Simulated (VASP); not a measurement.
# Vibrations of MgO at several levels of theory, part 2 of 3

How much do the zone-centre frequencies of MgO depend on the functional? The starting structure is a measured crystal structure from the Crystallography Open Database.

VASP 6.6.1.

Results so far: LDA T1u 423.5 cm⁻¹.

## 3. Modes with LDA at the measured cell

Level of this step: LDA; plane waves and PAW (Mg, O) (VASP).

A relaxation of the atoms in the fixed cell, not shown, had nothing to move.

INCAR reads:

```
SYSTEM = MgO
PREC = Accurate
ENCUT = 520
EDIFF = 1E-08
NELM = 100
ISMEAR = 0
SIGMA = 0.03
LREAL = .FALSE.
ALGO = Normal
GGA = CA
NBANDS = 10
LORBIT = 11
LWAVE = .FALSE.
LCHARG = .FALSE.
KPAR = 2
IBRION = 8
LEPSILON = .TRUE.
ISIF = 2
```

POSCAR reads:

```
MgO
1.0
    0.0000000000      2.1052050000      2.1052050000
    2.1052050000      0.0000000000      2.1052050000
    2.1052050000      2.1052050000      0.0000000000
Mg O
1 1
Direct
    0.0000000000      0.0000000000      0.0000000000
    0.5000000000      0.5000000000      0.5000000000
```

KPOINTS reads:

```
Automatic mesh
0
Gamma
8 8 8
0 0 0
```

The projector-augmented-wave data sets are Mg and O (LDA family, release 64).

Command:

```
$ mpirun -np 2 vasp_std
```

Output:

```text
[... set-up lines as in an earlier step ...]
 entering main loop
       N       E                     dE             d eps       ncg     rms          rms(c)
DAV:   1     0.860444719494E+01    0.86044E+01   -0.46900E+03   652   0.701E+02
DAV:   2    -0.146068703791E+02   -0.23211E+02   -0.22772E+02   648   0.135E+02
DAV:   3    -0.149958197129E+02   -0.38895E+00   -0.38871E+00   680   0.158E+01
DAV:   4    -0.149966110559E+02   -0.79134E-03   -0.79133E-03   650   0.814E-01
[...]
DAV:  11    -0.134258072991E+02    0.80071E-06   -0.38445E-06   630   0.112E-02    0.297E-03
DAV:  12    -0.134258073052E+02   -0.60652E-08   -0.16073E-07   634   0.293E-03    0.717E-04
DAV:  13    -0.134258073021E+02    0.30649E-08   -0.57201E-09   352   0.872E-04
   1 F= -.13425807E+02 E0= -.13425807E+02  d E =-.462358E-29
 Linear response reoptimize wavefunctions to high precision
DAV:   1    -0.134258073029E+02   -0.82974E-09   -0.17367E-10   372   0.135E-04
DAV:   2    -0.134258073029E+02   -0.12619E-10   -0.10449E-11   322   0.333E-05
 Linear response G [H, r] |phi>, progress :
  Direction:   1
[...]
RMM:   9    -0.198022986333E-02    0.14849E-08   -0.69692E-12  1812   0.725E-06    0.460E-07
 first order change of Fermi-energy  -0.27345E-04
 force on displaced ion       1 direction 1 :  -5.094   0.000   0.000
 Born effective charge ion    1 direction 1 :   1.968   0.000   0.000
 Linear response progress:
  Degree of freedom:   2/  2
       N       E                     dE             d eps       ncg     rms          rms(c)
RMM:   1    -0.348143261883E+00   -0.34814E+00    0.38874E-01  2103   0.425E+00
RMM:   2    -0.349184918842E+00   -0.10417E-02   -0.15405E-03  1842   0.312E-01    0.129E-01
RMM:   3    -0.350515575328E+00   -0.13307E-02   -0.35348E-04  1769   0.135E-01    0.689E-02
RMM:   4    -0.352540084377E+00   -0.20245E-02   -0.35896E-04  1660   0.139E-01    0.170E-02
[...]
RMM:   8    -0.352534818446E+00    0.12011E-06   -0.30756E-09  2031   0.109E-04    0.156E-05
RMM:   9    -0.352534871498E+00   -0.53051E-07   -0.30760E-09  2040   0.760E-05    0.216E-06
RMM:  10    -0.352534871826E+00   -0.32827E-09   -0.31100E-09  1549   0.662E-05    0.499E-07
 first order change of Fermi-energy   0.13621E-02
 force on displaced ion       2 direction 1 :  -5.116   0.000   0.000
 Born effective charge ion    2 direction 1 :  -1.969   0.000   0.000
 Born effective charges drift removed
 Linear response finished
```

Elapsed: 49 s, on 2 MPI ranks of Intel Xeon Platinum 8488C (Sapphire Rapids), shared host; peak memory 0.3 GiB.

Parts of OUTCAR (step 3):

```text
  Total       -0.8784198     -0.8784198     -0.8784198      0.0000000     -0.0000000     -0.0000000
  in kB      -75.4222581    -75.4222581    -75.4222581      0.0000000     -0.0000000     -0.0000000
  external PRESSURE =     -75.4222581 kB  Pullay stress =       0.0000000 kB

 POSITION                                       TOTAL-FORCE (eV/Angst)
 -----------------------------------------------------------------------------------
      0.00000      0.00000      0.00000        -0.000000     -0.000000      0.000000
      2.10521      2.10521      2.10521         0.000000      0.000000     -0.000000
 -----------------------------------------------------------------------------------
    total drift:                               -0.000000     -0.000000      0.000000

 MACROSCOPIC STATIC DIELECTRIC TENSOR (including local field effects in DFT)
 ------------------------------------------------------
           3.150661     0.000000     0.000000
          -0.000000     3.150661     0.000000
           0.000000    -0.000000     3.150661
 ------------------------------------------------------

 MACROSCOPIC STATIC DIELECTRIC TENSOR IONIC CONTRIBUTION
 ------------------------------------------------------
           7.358607     0.000000    -0.000000
           0.000000     7.358607     0.000000
          -0.000000     0.000000     7.358607
 ------------------------------------------------------

[... 1 part as in an earlier step ...]

[... 1 further part left out ...]
```

With LDA at the measured cell the mode is T1u 379.4 cm⁻¹, -44.1 cm⁻¹ from LDA.

## 4. Modes with PBEsol

PBEsol restores the gradient expansion of exchange and is tuned for the cells of solids. The cell comes from a relaxation at this level, not shown (18.65 Å³).

Changes to INCAR since step 3:

```diff
@@ -9,3 +9,3 @@
 ALGO = Normal
-GGA = CA
+GGA = PS
 NBANDS = 10
```

POSCAR reads:

```
MgO
1.0
    0.0000000000      2.1047375294      2.1047375294
    2.1047375294      0.0000000000      2.1047375294
    2.1047375294      2.1047375294      0.0000000000
Mg O
1 1
Direct
    0.0000000000      0.0000000000      0.0000000000
    0.5000000000      0.5000000000      0.5000000000
```

KPOINTS is that of step 3.

Potentials, in the order of the species: Mg and O (PBE family, release 64).

Command:

```
$ mpirun -np 2 vasp_std
```

Output:

```text
[banner, memory and clock lines left out]
running    2 mpi-ranks, on    1 nodes
[...]
|                                                                             |
|               ----> ADVICE to this user running VASP <----                  |
|                                                                             |
|     You enforced a specific xc type in the INCAR file but a different       |
|     [... a line on the potential file left out ...]
|     I HOPE YOU KNOW WHAT YOU ARE DOING!                                     |
|                                                                             |

 LDA part: xc-table for (Slater+PW92), standard interpolation
 POSCAR, INCAR and KPOINTS ok, starting setup
[...]
entering main loop
       N       E                     dE             d eps       ncg     rms          rms(c)
DAV:   1     0.102366507509E+02    0.10237E+02   -0.46715E+03   652   0.702E+02
DAV:   2    -0.134898857893E+02   -0.23727E+02   -0.23278E+02   646   0.136E+02
[...]
RMM:   9    -0.193112425078E-02   -0.72398E-09   -0.39399E-12  1747   0.379E-06    0.496E-07
 first order change of Fermi-energy   0.20743E-04
 force on displaced ion       1 direction 1 :  -5.470   0.000   0.000
 Born effective charge ion    1 direction 1 :   1.965   0.000   0.000
 Linear response progress:
  Degree of freedom:   2/  2
       N       E                     dE             d eps       ncg     rms          rms(c)
RMM:   1    -0.352713999625E+00   -0.35271E+00    0.39754E-01  2104   0.425E+00
RMM:   2    -0.353959066476E+00   -0.12451E-02   -0.15135E-03  1839   0.309E-01    0.126E-01
RMM:   3    -0.355392540189E+00   -0.14335E-02   -0.31834E-04  1771   0.131E-01    0.693E-02
RMM:   4    -0.357535097427E+00   -0.21426E-02   -0.33422E-04  1658   0.139E-01    0.186E-02
[...]
RMM:   9    -0.357530813568E+00   -0.74702E-07   -0.28878E-10  2052   0.472E-05    0.304E-06
RMM:  10    -0.357530797349E+00    0.16218E-07   -0.29315E-10  1834   0.148E-05    0.795E-07
RMM:  11    -0.357530797980E+00   -0.63043E-09   -0.25936E-10  1316   0.136E-05    0.782E-08
 first order change of Fermi-energy   0.11917E-02
 force on displaced ion       2 direction 1 :  -5.490   0.000   0.000
 Born effective charge ion    2 direction 1 :  -1.967   0.000   0.000
 Born effective charges drift removed
 Linear response finished
```

The job ended after 58 s (2 MPI ranks; peak memory 0.32 GiB; 99 s of CPU time).

OUTCAR, selected parts (step 4):

```text
  Total        0.0032863      0.0032863      0.0032863      0.0000000     -0.0000000      0.0000000
  in kB        0.2823560      0.2823560      0.2823560      0.0000000     -0.0000000      0.0000000
  external PRESSURE =       0.2823560 kB  Pullay stress =       0.0000000 kB

 POSITION                                       TOTAL-FORCE (eV/Angst)
 -----------------------------------------------------------------------------------
      0.00000      0.00000      0.00000         0.000000      0.000000      0.000000
      2.10474      2.10474      2.10474        -0.000000     -0.000000     -0.000000
 -----------------------------------------------------------------------------------
    total drift:                               -0.000000     -0.000000      0.000000

 MACROSCOPIC STATIC DIELECTRIC TENSOR (including local field effects in DFT)
 ------------------------------------------------------
           3.165106    -0.000000    -0.000000
           0.000000     3.165106    -0.000000
           0.000000     0.000000     3.165106
 ------------------------------------------------------

 MACROSCOPIC STATIC DIELECTRIC TENSOR IONIC CONTRIBUTION
 ------------------------------------------------------
           6.843440     0.000000    -0.000000
           0.000000     6.843440     0.000000
           0.000000     0.000000     6.843440
 ------------------------------------------------------

[... 1 part as in an earlier step ...]

[... 1 further part left out ...]
```

With PBEsol the mode is T1u 393.1 cm⁻¹, -30.4 cm⁻¹ from LDA.

## 5. Modes with PBE

PBE, the usual starting point, adds the gradient of the density. The cell comes from a relaxation at this level, not shown (19.15 Å³).

Changes to INCAR since step 4:

```diff
@@ -9,3 +9,3 @@
 ALGO = Normal
-GGA = PS
+GGA = PE
 NBANDS = 10
```

POSCAR reads:

```
MgO
1.0
    0.0000000000      2.1233907187      2.1233907187
    2.1233907187      0.0000000000      2.1233907187
    2.1233907187      2.1233907187      0.0000000000
Mg O
1 1
Direct
    0.0000000000      0.0000000000      0.0000000000
    0.5000000000      0.5000000000      0.5000000000
```

KPOINTS is that of step 4.

Command:

```
$ mpirun -np 2 vasp_std
```

Output:

```text
[banner, memory and clock lines left out]
running    2 mpi-ranks, on    1 nodes
[...]
LDA part: xc-table for (Slater+PW92), standard interpolation
 POSCAR, INCAR and KPOINTS ok, starting setup
[...]
entering main loop
       N       E                     dE             d eps       ncg     rms          rms(c)
DAV:   1     0.129204565552E+02    0.12920E+02   -0.47515E+03   684   0.717E+02
DAV:   2    -0.128984738950E+02   -0.25819E+02   -0.25473E+02   666   0.141E+02
DAV:   3    -0.134676805265E+02   -0.56921E+00   -0.56859E+00   680   0.181E+01
DAV:   4    -0.134688584284E+02   -0.11779E-02   -0.11779E-02   638   0.991E-01
[...]
DAV:  11    -0.119117777237E+02   -0.16733E-05   -0.20669E-06   662   0.125E-02    0.554E-03
DAV:  12    -0.119117776637E+02    0.60076E-07   -0.70261E-07   632   0.714E-03    0.411E-04
DAV:  13    -0.119117776677E+02   -0.40648E-08   -0.29521E-08   580   0.103E-03
   1 F= -.11911778E+02 E0= -.11911778E+02  d E =-.180724E-25
 Linear response reoptimize wavefunctions to high precision
[...]
RMM:   7    -0.177186754921E-02   -0.49173E-08   -0.17705E-09  1892   0.391E-04    0.264E-05
 first order change of Fermi-energy   0.20101E-04
 force on displaced ion       1 direction 1 :  -4.907   0.000   0.000
 Born effective charge ion    1 direction 1 :   1.979   0.000   0.000
 Linear response progress:
  Degree of freedom:   2/  2
       N       E                     dE             d eps       ncg     rms          rms(c)
RMM:   1    -0.354915577852E+00   -0.35492E+00    0.41244E-01  2107   0.430E+00
RMM:   2    -0.356118810323E+00   -0.12032E-02   -0.15204E-03  1846   0.309E-01    0.129E-01
RMM:   3    -0.357715572617E+00   -0.15968E-02   -0.34952E-04  1765   0.138E-01    0.702E-02
RMM:   4    -0.360070293806E+00   -0.23547E-02   -0.36227E-04  1653   0.146E-01    0.203E-02
[...]
RMM:   9    -0.360102862775E+00   -0.15796E-06   -0.16188E-10  2018   0.722E-05    0.446E-06
RMM:  10    -0.360102826356E+00    0.36420E-07   -0.14272E-10  1866   0.116E-05    0.160E-06
RMM:  11    -0.360102828408E+00   -0.20528E-08   -0.15754E-10  1779   0.928E-06    0.130E-07
 first order change of Fermi-energy   0.11704E-02
 force on displaced ion       2 direction 1 :  -4.934   0.000   0.000
 Born effective charge ion    2 direction 1 :  -1.981   0.000   0.000
 Born effective charges drift removed
 Linear response finished
```

Run time: 59 s. Hardware: 2 MPI ranks; peak memory 0.32 GiB; 98 s of CPU time.

OUTCAR, selected parts (step 5):

```text
  Total        0.0015397      0.0015397      0.0015397      0.0000000      0.0000000      0.0000000
  in kB        0.1288297      0.1288297      0.1288297      0.0000000      0.0000000      0.0000000
  external PRESSURE =       0.1288297 kB  Pullay stress =       0.0000000 kB

 POSITION                                       TOTAL-FORCE (eV/Angst)
 -----------------------------------------------------------------------------------
      0.00000      0.00000      0.00000         0.000000     -0.000000     -0.000000
      2.12339      2.12339      2.12339        -0.000000      0.000000      0.000000
 -----------------------------------------------------------------------------------
    total drift:                               -0.000000     -0.000000      0.000000

 MACROSCOPIC STATIC DIELECTRIC TENSOR (including local field effects in DFT)
 ------------------------------------------------------
           3.164074     0.000000    -0.000000
          -0.000000     3.164074     0.000000
          -0.000000     0.000000     3.164074
 ------------------------------------------------------

 MACROSCOPIC STATIC DIELECTRIC TENSOR IONIC CONTRIBUTION
 ------------------------------------------------------
           7.528807     0.000000     0.000000
           0.000000     7.528807    -0.000000
           0.000000    -0.000000     7.528807
 ------------------------------------------------------

[... 1 part as in an earlier step ...]

[... 1 further part left out ...]
```

With PBE the mode is T1u 372.5 cm⁻¹, -51.0 cm⁻¹ from LDA.

## 6. Modes with PBEsol + D3(BJ)

D3 with Becke-Johnson damping keeps a finite attraction at short range. The cell comes from a relaxation at this level, not shown (18.15 Å³).

Changes to INCAR since step 5:

```diff
@@ -9,3 +9,4 @@
 ALGO = Normal
-GGA = PE
+GGA = PS
+IVDW = 12
 NBANDS = 10
@@ -15,4 +16,6 @@
 KPAR = 2
-IBRION = 8
-LEPSILON = .TRUE.
+IBRION = 6
+NFREE = 2
+POTIM = 0.015
+NSW = 1
 ISIF = 2
```

POSCAR reads:

```
MgO
1.0
    0.0000000000      2.0858174844      2.0858174844
    2.0858174844      0.0000000000      2.0858174844
    2.0858174844      2.0858174844      0.0000000000
Mg O
1 1
Direct
    0.0000000000      0.0000000000      0.0000000000
    0.5000000000      0.5000000000      0.5000000000
```

KPOINTS is that of step 5.

Command:

```
$ mpirun -np 2 vasp_std
```

Output:

```text
[banner, memory and clock lines left out]
running    2 mpi-ranks, on    1 nodes
[...]
[... a notice as in an earlier step ...]

 LDA part: xc-table for (Slater+PW92), standard interpolation
 POSCAR, INCAR and KPOINTS ok, starting setup
[...]
entering main loop
       N       E                     dE             d eps       ncg     rms          rms(c)
DAV:   1     0.158022606316E+02    0.15802E+02   -0.45956E+03   630   0.699E+02
DAV:   2    -0.132531683873E+02   -0.29055E+02   -0.28653E+02   648   0.144E+02
DAV:   3    -0.138971181584E+02   -0.64395E+00   -0.64354E+00   696   0.202E+01
DAV:   4    -0.138983284756E+02   -0.12103E-02   -0.12103E-02   652   0.975E-01
[...]
DAV:  13    -0.125046444986E+02   -0.55617E-07   -0.95123E-09   356   0.719E-04    0.485E-05
DAV:  14    -0.125046444883E+02    0.10267E-07   -0.16179E-10   318   0.123E-04    0.239E-05
DAV:  15    -0.125046444892E+02   -0.90023E-09   -0.61356E-11   316   0.506E-05
   1 F= -.13018568E+02 E0= -.13018568E+02  d E =-.423078E-17
[... from here on, the cycles between the ionic steps are left out ...]
   2 F= -.13017869E+02 E0= -.13017869E+02  d E =-.233001E-17
   3 F= -.13017869E+02 E0= -.13017869E+02  d E =-.233094E-17
   4 F= -.13017867E+02 E0= -.13017867E+02  d E =-.232004E-17
   5 F= -.13017867E+02 E0= -.13017867E+02  d E =-.230664E-17
 Finite differences progress:
  Degree of freedom:   2/  2
  Displacement:        2/  2
  Total:               4/  4
```

Wall time 24 s (2 MPI ranks); peak memory 0.29 GiB; 33 s of CPU time.

OUTCAR, selected parts (step 6):

```text
 Edisp (eV)   -0.51392

 Edisp (eV)   -0.51392

  Total       0.01076     0.00053     0.00053     0.00000    -0.00000     0.00000
  in kB       0.94962     0.04646     0.04646     0.00000    -0.00000     0.00000
  external pressure =        0.35 kB  Pullay stress =        0.00 kB

 POSITION                                       TOTAL-FORCE (eV/Angst)
 -----------------------------------------------------------------------------------
      0.00000      0.00000      0.00000        -0.093373      0.000000      0.000000
      2.07082      2.08582      2.08582         0.093373      0.000000      0.000000
 -----------------------------------------------------------------------------------
    total drift:                                0.000144     -0.000001     -0.000001

  FREE ENERGIE OF THE ION-ELECTRON SYSTEM (eV)
  ---------------------------------------------------
  free  energy   TOTEN  =       -13.0178674263 eV

  energy  without entropy=      -13.0178674263  energy(sigma->0) =      -13.01786743

[... 1 part as in an earlier step ...]

[... 2 further parts left out ...]
[key lines of the parts left out:]
E-fermi :   3.4557
```

The last energy, forces and stress in OUTCAR belong to the last displaced cell, not to that of POSCAR.

With PBEsol + D3(BJ) the mode is T1u 418.7 cm⁻¹, -4.8 cm⁻¹ from LDA.

## 7. Modes with r2SCAN

r2SCAN adds the kinetic-energy density, costs more than a GGA and is run with LASPH. The cell comes from a relaxation at this level, not shown (18.45 Å³).

Changes to INCAR since step 6:

```diff
@@ -9,4 +9,4 @@
 ALGO = Normal
-GGA = PS
-IVDW = 12
+METAGGA = R2SCAN
+LASPH = .TRUE.
 NBANDS = 10
```

POSCAR reads:

```
MgO
1.0
    0.0000000000      2.0974060143      2.0974060143
    2.0974060143      0.0000000000      2.0974060143
    2.0974060143      2.0974060143      0.0000000000
Mg O
1 1
Direct
    0.0000000000      0.0000000000      0.0000000000
    0.5000000000      0.5000000000      0.5000000000
```

KPOINTS is that of step 6.

Command:

```
$ mpirun -np 2 vasp_std
```

Output:

```text
[banner, memory and clock lines left out]
running    2 mpi-ranks, on    1 nodes
[...]
[... a notice as in an earlier step ...]

 LDA part: xc-table for (None), standard interpolation
 POSCAR, INCAR and KPOINTS ok, starting setup
[...]
entering main loop
       N       E                     dE             d eps       ncg     rms          rms(c)
DAV:   1     0.865735333949E+01    0.86574E+01   -0.48521E+03   692   0.736E+02
DAV:   2    -0.192803446053E+02   -0.27938E+02   -0.27313E+02   654   0.150E+02
DAV:   3    -0.198378315401E+02   -0.55749E+00   -0.55705E+00   672   0.188E+01
DAV:   4    -0.198392702013E+02   -0.14387E-02   -0.14386E-02   640   0.108E+00
[...]
DAV:  15    -0.161613664531E+02    0.64220E-07   -0.52144E-10   324   0.159E-04    0.214E-05
DAV:  16    -0.161613664328E+02    0.20312E-07   -0.61708E-11   318   0.759E-05    0.670E-06
DAV:  17    -0.161613664293E+02    0.34931E-08   -0.23683E-12   314   0.121E-05
   1 F= -.16161366E+02 E0= -.16161366E+02  d E =-.277552E-32
[... from here on, the cycles between the ionic steps are left out ...]
   2 F= -.16160748E+02 E0= -.16160748E+02  d E =-.106397E-32
   3 F= -.16160748E+02 E0= -.16160748E+02  d E =-.106364E-32
   4 F= -.16160714E+02 E0= -.16160714E+02  d E =-.112906E-32
   5 F= -.16160713E+02 E0= -.16160713E+02  d E =-.112532E-32
 Finite differences progress:
  Degree of freedom:   2/  2
  Displacement:        2/  2
  Total:               4/  4
```

Wall time 1.7 min (2 MPI ranks); peak memory 0.28 GiB; 2.9 min of CPU time.

Parts of OUTCAR (step 7):

```text
  Total        0.0103172      0.0004651      0.0004651      0.0000000      0.0000000     -0.0000000
  in kB        0.8957687      0.0403822      0.0403822      0.0000000      0.0000000     -0.0000000
  external PRESSURE =       0.3255110 kB  Pullay stress =       0.0000000 kB

 POSITION                                       TOTAL-FORCE (eV/Angst)
 -----------------------------------------------------------------------------------
      0.00000      0.00000      0.00000        -0.089256      0.000000      0.000000
      2.08241      2.09741      2.09741         0.089256      0.000000      0.000000
 -----------------------------------------------------------------------------------
    total drift:                               -0.004159     -0.000001     -0.000001

  FREE ENERGIE OF THE ION-ELECTRON SYSTEM (eV)
  ---------------------------------------------------
  free  energy   TOTEN  =       -16.1607134741 eV

  energy  without entropy=      -16.1607134741  energy(sigma->0) =      -16.16071347

[... 1 part as in an earlier step ...]

[... 2 further parts left out ...]
[key lines of the parts left out:]
E-fermi :   3.1114
```

With r2SCAN the mode is T1u 407.6 cm⁻¹, -15.9 cm⁻¹ from LDA.

(Continued in part 3 of 3.)

[Lines on the potential files, build, host, timing and source positions are cut from VASP's logs without a mark.]

[Logs are printed without paths, hosts, clocks, repeated set-up lines and the standing remarks that a program may print on its own settings, such as how far it seeks lower states.]

[Hosts, paths, dates, database ids (printed as entryN), source tags and the programs' standing remarks are cut or masked in the printed files.]
